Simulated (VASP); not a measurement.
Consider the following.

```
Te
1.0
    2.07774    -3.74870     0.00000
    2.07774     3.74870     0.00000
    0.00000     0.00000     5.96654
Te
3
Direct
  0.00000   0.28091   0.66667
  0.71909   0.71909   0.00000
  0.28091   0.00000   0.33333
```

Computed with PBEsol GGA, VASP's PBE PAW potentials (set 64) (plane waves; VASP). Settings: 480 eV cut-off, 6×6×4 Γ-centred mesh, Gaussian smearing of 0.050 eV, potentials Te.

**Question.** What does the run give for the energy per atom (σ→0), pressure, largest force?

**Answer.** 
```
Item                           Result
---------------------  --------------
energy per atom (σ→0)  -3.511 eV/atom
pressure                     2.12 GPa
largest force              0.252 eV/Å
```

The absolute energy has meaning only against runs of the same code, potentials and settings.

The compound is Te in the trig structure. This cell was strained or had an atom moved on purpose.
